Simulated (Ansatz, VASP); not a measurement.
# Mg35Re: VASP beside Ansatz, part 2 of 2

One calculation is typed for both programs; each brings its own data sets and cutoff. How far apart do they land? The structure shown is the end of the VASP relaxation below.

VASP 6.6.1 and Ansatz 0.2.0.

So far: The structure; VASP: relaxation, PBEsol.

## 3. Ansatz: single point, PBEsol

Level of this step: Ansatz beside VASP: Kohn-Sham DFT, plane waves, PBEsol (Ansatz).

Ansatz runs on its default PAW (the set named soft_2) files.

The same cell, functional, mesh and smearing now go to Ansatz, which takes its cutoff from its data sets.

Input file input.yaml:

```yaml
crystal:
  lattice:
    - [9.55074054, 0.0, 0.0]
    - [-4.77537027, 8.27118393, 0.0]
    - [0.0, 0.0, 10.22094447]
  atoms:
    - { symbol: Re, position: [2.4e-07, 1.0e-07, 6.0e-08], spin: 0.6 }
    - { symbol: Mg, position: [0.99999999, 0.99999997, 0.50000005] }
    - { symbol: Mg, position: [0.99723335, 0.31388267, 1.0e-08] }
    - { symbol: Mg, position: [0.00110927, 0.33080633, 0.5] }
    - { symbol: Mg, position: [0.99723178, 0.68335037, 0.99999998] }
    - { symbol: Mg, position: [0.00111027, 0.67030378, 0.49999995] }
    - { symbol: Mg, position: [0.31664952, 0.0027682, 3.0e-08] }
    - { symbol: Mg, position: [0.32969619, 0.99888971, 0.5] }
    - { symbol: Mg, position: [0.31664857, 0.31388131, 0.99999997] }
    - { symbol: Mg, position: [0.32969603, 0.33080561, 0.50000002] }
    - { symbol: Mg, position: [0.33333298, 0.66666708, 0.99999998] }
    - { symbol: Mg, position: [0.33333291, 0.66666699, 0.50000002] }
    - { symbol: Mg, position: [0.68611735, 0.0027665, 0.99999996] }
    - { symbol: Mg, position: [0.6691937, 0.99889072, 0.50000003] }
    - { symbol: Mg, position: [0.66666703, 0.33333298, 0.0] }
    - { symbol: Mg, position: [0.66666683, 0.33333313, 0.50000002] }
    - { symbol: Mg, position: [0.68611868, 0.68335155, 5.0e-08] }
    - { symbol: Mg, position: [0.66919441, 0.67030397, 0.49999995] }
    - { symbol: Mg, position: [0.10479939, 0.20959734, 0.2359387], spin: 0.6 }
    - { symbol: Mg, position: [0.10479947, 0.20959738, 0.76406127], spin: 0.6 }
    - { symbol: Mg, position: [0.10991119, 0.55495567, 0.24845196] }
    - { symbol: Mg, position: [0.1099111, 0.55495562, 0.75154809] }
    - { symbol: Mg, position: [0.10479853, 0.89520151, 0.23593847], spin: 0.6 }
    - { symbol: Mg, position: [0.10479848, 0.8952015, 0.76406159] }
    - { symbol: Mg, position: [0.44651464, 0.22325728, 0.25188508] }
    - { symbol: Mg, position: [0.4465146, 0.22325725, 0.74811479] }
    - { symbol: Mg, position: [0.44504396, 0.55495611, 0.24845202] }
    - { symbol: Mg, position: [0.44504395, 0.55495611, 0.75154795] }
    - { symbol: Mg, position: [0.44504439, 0.89008886, 0.24845188] }
    - { symbol: Mg, position: [0.4450444, 0.89008876, 0.75154807] }
    - { symbol: Mg, position: [0.77674308, 0.22325698, 0.25188491] }
    - { symbol: Mg, position: [0.77674302, 0.22325688, 0.7481151] }
    - { symbol: Mg, position: [0.7767427, 0.55348535, 0.25188512] }
    - { symbol: Mg, position: [0.7767427, 0.5534853, 0.74811487] }
    - { symbol: Mg, position: [0.79040259, 0.89520049, 0.23593872] }
    - { symbol: Mg, position: [0.79040272, 0.89520068, 0.76406138] }
hamiltonian:
  xc: pbesol
  pseudopotentials: { kind: paw }
magnetization:
  spin_polarized: true
kpoints:
  mp_grid: { grid: [4, 4, 4] }
scf:
  occupations: { method: methfessel_paxton, width: 0.2 }
  n_extra_bands: 16
output:
  forces: true
  eigenvalues: true
  write_density: true
  write_potential: true
  elf: true
  volumetric_format: npy
```

Run with:

```console
> ansatz run input.yaml --threads 8 --pin off --max-ram 18432MiB --backend cpu --events-out ev --progress --plain --runs-dir out
```

Numbers of over 12 decimals in the logs are rounded to 6 here.

Output:

```text
Warning: the band count 199 (scf.n_extra_bands) hosts the net moment |M| = 2.4000 μB (N_el = 365) but caps the reachable moment at 2·n_bands − N_el = 33.0000 μB, below the 221 bands that the automatic rule leaves for it — a moment growing past the seed, or the majority channel's smearing tail, pins there with fewer empty majority states than that count leaves; raise or omit scf.n_extra_bands unless the cap is intended
scf.n_extra_bands = 16 over 183 filled bands (N_el = 365.0): the run solves 199 bands
Engine: ansatz 0.2.0, aarch64-unknown-linux-gnu
Pseudopotentials: kind: paw
Pseudopotential: Re, paw, valence charge 15, recommended cutoff 420 eV (normal), Re.paw.azcp
Pseudopotential: Mg, paw, valence charge 10, recommended cutoff 420 eV (normal), Mg.paw.azcp
Functional definition: PBEsol
  exchange = pbesol_x
  correlation = pbesol_c
Crystal: 36 atoms, lattice volume = 807.413 Å³
Basis set: ecut = 420 eV, 15731 PW (Γ), exchange–correlation on 128×128×144 points (8 copies of the dense FFT grid, shifted against one another)
Bands: 199, of which v1, the nominal top of the filled ones, is band 183 counted from 1 (182 counted from 0)
Symmetry: 1 space group operations
Space group: P1 (ITA 1), of the structure as read, at distance tolerance 9.3e-5 Å
Magnetic group: BNS 1.1 (UNI 1), of the structure as read, at distance tolerance 9.3e-5 Å
k-points: 36 of 64 (time reversal used)
Non-local potential: Re, projectors of the file, l = 0: 3, l = 1: 2, l = 2: 2, l = 3: 1
Non-local potential: Mg, projectors of the file, l = 0: 3, l = 1: 2, l = 2: 1
PAW form: soft (Blöchl's): semilocal exchange-correlation on the pseudo side does not see the compensation charge
PAW frozen core: Re, regenerated for the run's functional, and the local potential with it (the file was generated under x = pbe(κ = 0.804, μ = 0.219515), c = pbe(β = 0.066725))
PAW frozen core: Mg, regenerated for the run's functional, and the local potential with it (the file was generated under x = pbe(κ = 0.804, μ = 0.219515), c = pbe(β = 0.066725))
PAW one-centre angular grid: Re, 590 points (default); XC on 64 Gauss nodes
PAW one-centre angular grid: Mg, 110 points (default); XC on 64 Gauss nodes
Initial density: superposition of atomic densities (chi_scale 0.1, normalization cell, long waves kept (reshape's long-wave potential 0.19 eV rms))
Starting moments: Σ|m| = 2.4 μB on 4 of 36 sites
Initial wavefunctions: pseudopotential atomic-orbital guess
Functional: x = pbesol(κ = 0.804, μ = 0.123457), c = pbesol(β = 0.046)
SCF iter   1: F=—  HF=-77658.067513 eV  |F-HF|=—  |Δ(HF+E_count)|=         —  Δρ=2.27e-2 (↑2.27e-2 ↓2.01e-2)  dr2=1.39e1  dr2_m=2.22e0  M=0.429 μB ∫|m|=0.578 μB  β_m=0.30  ethr=3.10e-3  ⟨swp⟩=5.0  Hψ=48194  notcnv=0
Mixer restart at iter 1: flushing history
preconditioner: auto → Kerker (q_TF=auto, 2.390 Å⁻¹)  [metal: Δε(μ)=0.003 eV  Ē_g=3.666 eV  σ=0.200 eV  W_gap=0.01  n_scr=210 (ndim 8)  ℏωp=11.5 eV  f_vac=0.000  D(μ)=17.47/eV (n_scr^D=96)]
spin=Collinear: Kerker preconditioning applied to the charge; magnetization (m = ρ↑ − ρ↓) channel mixes plain (no charge-response kernel on spin).
SCF iter   2: F=—  HF=-77657.645722 eV  |F-HF|=—  |Δ(HF+E_count)|=   4.22e-1  Δρ=1.54e-2 (↑1.54e-2 ↓1.36e-2)  dr2=5.59e0  dr2_m=1.12e0  M=0.350 μB ∫|m|=0.467 μB  β_m=0.57  ethr=3.10e-3  ⟨swp⟩=2.0  Hψ=19332  notcnv=0  defer=63
SCF iter   3: F=—  HF=-77657.030971 eV  |F-HF|=—  |Δ(HF+E_count)|=   6.15e-1  Δρ=3.97e-3 (↑3.50e-3 ↓3.97e-3)  dr2=9.07e-1  dr2_m=2.88e-2  M=0.150 μB ∫|m|=0.231 μB  β_m=0.79  ethr=1.53e-3  ⟨swp⟩=2.1  Hψ=23389  notcnv=0  defer=166
SCF iter   4: F=—  HF=-77657.168409 eV  |F-HF|=—  |Δ(HF+E_count)|=   1.37e-1  Δρ=1.48e-3 (↑1.48e-3 ↓1.28e-3)  dr2=8.69e-2  dr2_m=7.15e-4  M=0.052 μB ∫|m|=0.106 μB  β_m=0.89  ethr=2.48e-4  ⟨swp⟩=2.0  Hψ=21512  notcnv=0  defer=152
SCF iter   5: F=—  HF=-77657.178543 eV  |F-HF|=—  |Δ(HF+E_count)|=   1.01e-2  Δρ=4.26e-4 (↑3.35e-4 ↓4.26e-4)  dr2=4.91e-3  dr2_m=6.79e-5  M=0.016 μB ∫|m|=0.038 μB  β_m=0.88  ethr=2.38e-5  ⟨swp⟩=2.0  Hψ=27842  notcnv=0  defer=152
SCF iter   6: F=—  HF=-77657.175668 eV  |F-HF|=—  |Δ(HF+E_count)|=   2.87e-3  Δρ=2.04e-4 (↑2.04e-4 ↓1.19e-4)  dr2=3.93e-3  dr2_m=1.78e-5  M=0.008 μB ∫|m|=0.021 μB  β_m=0.94  ethr=1.35e-6  ⟨swp⟩=2.0  Hψ=27692  notcnv=0  defer=152
SCF iter   7: F=—  HF=-77657.175844 eV  |F-HF|=—  |Δ(HF+E_count)|=   1.76e-4  Δρ=7.96e-5 (↑7.96e-5 ↓3.71e-5)  dr2=2.34e-4  dr2_m=1.15e-5  M=0.005 μB ∫|m|=0.011 μB  β_m=0.91  ethr=1.08e-6  ⟨swp⟩=2.0  Hψ=16375  notcnv=0  defer=152
SCF iter   8: F=—  HF=-77657.175810 eV  |F-HF|=—  |Δ(HF+E_count)|=   3.40e-5  Δρ=3.61e-5 (↑1.39e-5 ↓3.61e-5)  dr2=5.31e-5  dr2_m=1.62e-6  M=0.002 μB ∫|m|=0.005 μB  β_m=0.89  ethr=6.40e-8  ⟨swp⟩=2.1  Hψ=26618  notcnv=0  defer=152
SCF iter   9: F=—  HF=-77656.994424 eV  |F-HF|=—  |Δ(HF+E_count)|=         —  Δρ=1.98e-4 (↑1.87e-4 ↓1.98e-4)  dr2=4.81e-3  dr2_m=2.64e-7  M=0.002 μB ∫|m|=0.004 μB  β_m=0.89  ethr=1.46e-8  ⟨swp⟩=2.0  Hψ=16593  notcnv=0  defer=152
Mixer restart at iter 9: flushing history
iteration 9: the input's own smearing fills from here on; a Gaussian of 0.2 eV has filled iterations ahead of it
[...]
SCF iter  13: F=—  HF=-77656.994085 eV  |F-HF|=—  |Δ(HF+E_count)|=   5.04e-6  S|Δr|=    0.00e0  Δρ=3.15e-6 (↑1.58e-6 ↓3.15e-6)  dr2=4.57e-7  dr2_m=1.35e-8  M=0.000 μB ∫|m|=0.001 μB  β_m=0.91  ethr=1.45e-8  ⟨swp⟩=2.0  Hψ=15921  notcnv=0  defer=152
SCF iter  14: F=—  HF=-77656.994085 eV  |F-HF|=—  |Δ(HF+E_count)|=   5.65e-8  S|Δr|=    0.00e0  Δρ=1.00e-6 (↑7.69e-7 ↓1.00e-6)  dr2=1.69e-8  dr2_m=4.48e-9  M=0.000 μB ∫|m|=0.000 μB  β_m=0.95  ethr=2.74e-11  ⟨swp⟩=12.0  Hψ=99694  notcnv=0
SCF iter  15: F=—  HF=-77656.994085 eV  |F-HF|=—  |Δ(HF+E_count)|=   2.46e-9  S|Δr|=    0.00e0  Δρ=5.91e-7 (↑2.72e-7 ↓5.91e-7)  dr2=4.81e-9  dr2_m=1.21e-9  M=0.000 μB ∫|m|=0.000 μB  β_m=0.98  ethr=4.62e-12  ⟨swp⟩=6.1  Hψ=70769  notcnv=0
SCF iter  16: F=-77656.994085 eV  HF=-77656.994085 eV  |F-HF|=1.16e-10  |Δ(HF+E_count)|=   1.70e-9  S|Δr|=    0.00e0  Δρ=2.19e-7 (↑1.87e-7 ↓2.19e-7)  dr2=2.24e-10  dr2_m=2.78e-10  M=0.000 μB ∫|m|=0.000 μB  ethr=1.32e-12  ⟨swp⟩=6.0  Hψ=60372  notcnv=0
SCF 1 converged in 16 iterations: F = -77656.994085 eV  dr2 = 2.24e-10
  greatest PAW one-centre occupation: 1.000 electrons in one spin orbital (limit 2), on the Mg atom at site 15 (counted from 0), in its partial waves of l = 0
WARN: the starting moments were not kept: the SCF closed with an absolute magnetisation of 1.2e-4 μB, where they sum to 2.4 μB in size (4 sites). That is at most 0.1 of that sum. Measured as dr2_m measures the in/out step, that magnetisation stands 1.2e-9 eV from none, at or under the dr2_threshold of 1.0e-7 eV: it is no larger than a step whose dr2_m would equal this threshold. The system may hold no moment; this SC [...]
this state was not tested for a lower state beside it, because cold or Methfessel-Paxton smearing, or corrected tetrahedra, fill the levels in a way that the test cannot read (fill_not_monotonic; see scf.lower_state_search)
SCF converged after 16 iterations
Magnetization: 0.0001 μB (182.5000 up, 182.5000 down)
Absolute magnetization: 0.0001 μB (∫|ρ↑−ρ↓|, with the PAW one-centre terms)
Spin contamination: 0.0000 ħ² per cell (⟨S²⟩ above its minimum at these occupations)
Per-site moments (μB) at R_I (Å): [(6.185575437583098e-5, 1.225119), (1.808697825093781e-7, 1.301088), (-4.953942708923055e-7, 1.225698), (-2.1750928079771668e-7, 1.294528), (-4.953930275259068e-7, 1.225689), (-2.170737446888266e-7, 1.294524), (-4.945802919594078e-7, 1.225688), (-2.171596617438268e-7, 1.294524), (-4.950216052070189e-7, 1.225688), (-2.1755394686215866e-7, 1.294528), (-7.31942529574427e-7, 1.295512), ( [...]
Free energy (F): -77656.994085 eV
Harris-Foulkes:  -77656.994085 eV  (|F-HF|=1.16e-10)
Internal energy: -77656.972289 eV  (E = F + TS)
E sigma→0 (E₀):  -77656.988636 eV
Entropy (-TS):   -0.021796 eV (-0.605 meV/atom)
Fermi energy:    5.934797 eV
Step filling:    the computed levels leave a gap of 0.0000 eV = 0.0 smearing widths at the electron count; against every level under it full and every level over it empty, smearing changes F+E_penalty+E_count by -18.767 meV and its σ→0 estimate by -13.318 meV
--- Per-component energies (eV) ---
  E_band       = -12640.499731
  E_kinetic    = 3157.402937
  E_local      = -58239.930064  (includes V_loc(G=0)·N_el)
  E_nonlocal   = 3427.234220
  E_hartree    = 20838.287948
  E_xc         = -1383.056901
  E_vxc        = -1577.217423  (∫ρ·V_xc dr)
  E_paw        = -18375.112482  (= ΣΔE_a)
  E_vpaw       = -1084.564816  (= ΣTr[D̂ρ^β])
  E_aug_tail   = -0.000162  (compensation charges beyond the density's cutoff)
  E_ewald      = -27084.091225
  E_core_change = 2.293441  (= ΣΔE_core)
  E_smearing   = -0.021796  (= −TS)
  E_closure    = 0.000000  (closes the sum)
  Σ components = -77656.994085   (vs F -77656.994085, Δ=0.00e0)
--- Forces (eV/Å), atoms counted from 1 ---
  atom   1  Re    -0.00001078    -0.00000148    -0.00000187
  atom   2  Mg    -0.00000386     0.00000289    -0.00000092
  atom   3  Mg     0.00856045     0.00416274    -0.00000055
  atom   4  Mg     0.00271749     0.01271622     0.00000032
  atom   5  Mg     0.00793870     0.00534537     0.00000149
  atom   6  Mg     0.01234853    -0.00402460     0.00000154
  atom   7  Mg    -0.00065669    -0.00954783    -0.00000157
  atom   8  Mg     0.00966055    -0.00868218    -0.00000034
  atom   9  Mg    -0.00855490     0.00421670     0.00000071
  atom  10  Mg    -0.00269696     0.01273584    -0.00000165
  atom  11  Mg     0.00000616    -0.00000484     0.00000056
  atom  12  Mg     0.00001843    -0.00000913    -0.00000084
  atom  13  Mg     0.00067206    -0.00948867     0.00000299
  atom  14  Mg    -0.00965482    -0.00871205    -0.00000110
  atom  15  Mg    -0.00001397     0.00000730    -0.00000079
  atom  16  Mg    -0.00000720     0.00000431    -0.00000122
  atom  17  Mg    -0.00792422     0.00529636    -0.00000216
  atom  18  Mg    -0.01237861    -0.00403228     0.00000201
  atom  19  Mg    -0.00002548     0.01318766    -0.00064149
  atom  20  Mg    -0.00002687     0.01318827     0.00064310
  atom  21  Mg    -0.00665837    -0.00384270    -0.01560732
  atom  22  Mg    -0.00665755    -0.00384201     0.01560558
  atom  23  Mg     0.01143689    -0.00660406    -0.00064494
  atom  24  Mg     0.01143884    -0.00660401     0.00064410
[...]
atom  29  Mg    -0.00000158     0.00768764    -0.01560451
  atom  30  Mg    -0.00000372     0.00768930     0.01560604
  atom  31  Mg    -0.00140927     0.00081237     0.01591805
  atom  32  Mg    -0.00140965     0.00081460    -0.01591819
  atom  33  Mg    -0.00000265    -0.00163014     0.01592012
  atom  34  Mg    -0.00000424    -0.00162854    -0.01592035
  atom  35  Mg    -0.01143230    -0.00656761    -0.00064056
  atom  36  Mg    -0.01143236    -0.00657344     0.00063895
  max |Σ_I F_I| component: 2.16e-8 eV/Å
--- Band table (eV; the first three rows and the last of 72) ---
  k-point 0 ↑: bands = [... 179 lower, 6.2781, 6.3909, 6.4512, 6.4512, 6.5028, 6.5028, 6.5375, 6.6130, ... 12 higher]
  k-point 1 ↑: bands = [... 179 lower, 5.7622, 5.8713, 5.8977, 5.8978, 5.9806, 6.0724, 6.3377, 6.3377, ... 12 higher]
  k-point 2 ↑: bands = [... 179 lower, 5.7283, 5.7283, 5.7772, 5.8361, 5.8361, 6.0484, 6.0484, 6.1856, ... 12 higher]
  k-point 35 ↓: bands = [... 179 lower, 5.7862, 5.8020, 5.9011, 5.9507, 5.9514, 6.0122, 6.5181, 6.5269, ... 12 higher]
```

It took 14 min on 8 threads of Arm Neoverse N1, shared host; peak memory 11 GiB.

Reading the cycles: dr2 is the Hartree energy of the density residual (eV), the measure of convergence; HF is the Harris–Foulkes estimate of the energy, which meets the free energy F at convergence.

## 4. Comparison

Known differences besides the potentials themselves: the data sets hold 365 valence electrons in Ansatz (default PAW (the set named soft_2) files) and 77 in VASP; the cutoff is 420 eV in Ansatz and 300 eV in VASP (PREC = Normal, projectors in real space); Ansatz makes its cores anew for this functional, VASP keeps those of its PBE data sets. Total energies have different zeros and are not compared.

VASP's last cycles still show a density residual of 5e-03, so its state may not be settled.

## 5. Outcome

```
r.m.s. force difference (single point, PBEsol) : 0.53 meV/Å
```

In words: The r.m.s. force difference is 0.53 meV/Å (single point, PBEsol), within the 12 meV/Å picked in this series as the mark of a large difference. How closely two codes agree says nothing of how well the functional describes the real material.

[Lines on the potential files, build, host, timing and source positions are cut from VASP's logs without a mark.]

[Logs are printed without paths, hosts, clocks, repeated set-up lines and the standing remarks that a program may print on its own settings, such as how far it seeks lower states.]

[Hosts, paths, dates, database ids (printed as entryN), source tags and the programs' standing remarks are cut or masked in the printed files.]
